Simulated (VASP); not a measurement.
Given:

```xyz
6
Lattice="4.8694 0.0000 0.0000 0.0000 4.8694 0.0000 0.0000 0.0000 3.2600" Properties=species:S:1:pos:R:3 pbc="T T T"
Zr     0.0000     0.0000     0.0000
Zr     2.4347     2.4347     1.6300
O      3.3813     1.4882     0.0000
O      1.4882     3.3813     0.0000
O      0.9465     0.9465     1.6300
O      3.9229     3.9229     1.6300
```

All values below come from r2SCAN meta-GGA, VASP's PBE PAW potentials (set 64) (plane waves; VASP). Numerical set-up: 520 eV cut-off, 5×5×8 Γ-centred mesh, tetrahedra with Blöchl corrections, potentials Zr_sv O.

The cores are frozen, which limits the accuracy of field gradients.

Problem. Give the principal components of the electric field gradient (V/Å²) and the asymmetry η at each nucleus.

Solution. 
```json
[
 {"atom": "Zr1", "Vxx": "-59.8", "Vyy": "-9.1", "Vzz": "68.8", "η": "0.74"},
 {"atom": "Zr2", "Vxx": "-59.8", "Vyy": "-9.1", "Vzz": "68.8", "η": "0.74"},
 {"atom": "O3", "Vxx": "7.4", "Vyy": "2.6", "Vzz": "-9.9", "η": "0.48"},
 {"atom": "O4", "Vxx": "7.4", "Vyy": "2.6", "Vzz": "-9.9", "η": "0.48"},
 {"atom": "O5", "Vxx": "7.4", "Vyy": "2.6", "Vzz": "-9.9", "η": "0.48"},
 {"atom": "O6", "Vxx": "7.4", "Vyy": "2.6", "Vzz": "-9.9", "η": "0.48"}
]
```

The structure comes from a computed database's ZrO2 entry (P4_2/mnm); how it stands against other phases isn't given here. It was relaxed first.
